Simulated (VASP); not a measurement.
Consider the following.

```
CELL_PARAMETERS angstrom
      1.52484    -2.64110     0.00000
      1.52484     2.64110     0.00000
      0.00000     0.00000     5.62555
ATOMIC_POSITIONS crystal
  Cd 0.33333 0.66667 0.25000
  Cd 0.66667 0.33333 0.75000
```

Calculation: PBE GGA with D3 dispersion (Becke-Johnson damping), VASP's PBE PAW potentials (set 64) (plane waves; VASP 6.6.1). Numerical set-up: 520 eV cut-off, 14×14×7 Γ-centred mesh, first-order Methfessel-Paxton smearing of 0.10 eV, potentials Cd.

Question: Give the stress tensor in GPa (positive for a compressed cell).

Answer: 
```
-2.61   0.00   0.00
 0.00  -2.61   0.00
 0.00   0.00  -2.64
```
The pressure is its mean diagonal, -2.62 GPa.

The compound is Cd in the hcp structure. This cell is one point of a volume scan, at 1.06 of the reference volume.
